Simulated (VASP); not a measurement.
Level of theory: PBEsol GGA, VASP's PBE PAW potentials (set 64) (plane waves; VASP 6.6.1).

The input files of a VASP run:

**INCAR**
```
NELM = 100   ! most electronic steps
SYSTEM = TeRh
EDIFF = 1E-7   ! SCF stop (eV)
PREC = Accurate
ISIF = 2   ! forces and stress, cell fixed
ALGO = Normal   ! blocked Davidson
ISMEAR = 1   ! Methfessel-Paxton
SIGMA = 0.1   ! width (eV)
LREAL = .False.
LMAXMIX = 4
LWAVE = .False.
LCHARG = .False.
LASPH = .True.   ! aspherical one-centre terms
ENCUT = 480   ! plane-wave cut-off (eV)
GGA = PS
```

File KPOINTS:
```
Automatic mesh
0
Gamma
8 8 8
0 0 0
```

File POSCAR:
```
TeRh
10.3221690
  0.1747950303  -0.4999999907   0.0000000000
  0.1747950303   0.4999999907   0.0000000000
  0.0000000000   0.0000000000   0.3844225249
Te Rh
2 2
Cart
  0.1747950303  -0.1439228103   0.0961056312
  0.1747950303   0.1439228103   0.2883168937
  0.1747950303  -0.4046604955   0.0961056312
  0.1675291155   0.4046604955   0.2883168937
```

POTCAR, in this order: Te Rh_pv (PBE.64 set). Program: vasp_std.

Unless said otherwise, spin-orbit coupling is left out, though it shifts the bands of the heavy elements here.

Predict the energy per atom (σ→0), largest force, band gap (on the k-mesh).

| Quantity | Value |
|---|---|
| energy per atom (σ→0) | -6.026 eV/atom |
| band gap (on the k-mesh) | none (metal, semimetal or under 0.01 eV) |
| largest force | 0.252 eV/Å |

### OSZICAR
```
...
DAV:  13    -0.241026636530E+02    0.41614E-04   -0.63624E-05  9622   0.566E-02    0.342E-01
DAV:  14    -0.241026301831E+02    0.33470E-04   -0.24755E-05  9561   0.378E-02    0.240E-01
DAV:  15    -0.241026090111E+02    0.21172E-04   -0.24453E-05  9598   0.306E-02    0.123E-01
DAV:  16    -0.241026023502E+02    0.66609E-05   -0.96512E-06  9847   0.190E-02    0.488E-02
DAV:  17    -0.241026007552E+02    0.15950E-05   -0.30885E-06  9616   0.111E-02    0.145E-02
DAV:  18    -0.241026005788E+02    0.17643E-06   -0.39798E-07  7459   0.367E-03    0.473E-04
DAV:  19    -0.241026005791E+02   -0.33288E-09   -0.15736E-08  4453   0.876E-04
   1 F= -.24102601E+02 E0= -.24102880E+02  d E =0.838127E-03
```

The structure was generated: TeRh was put into the CrB type (Cmcm), which need not be its known phase. This cell was strained or had an atom moved on purpose.
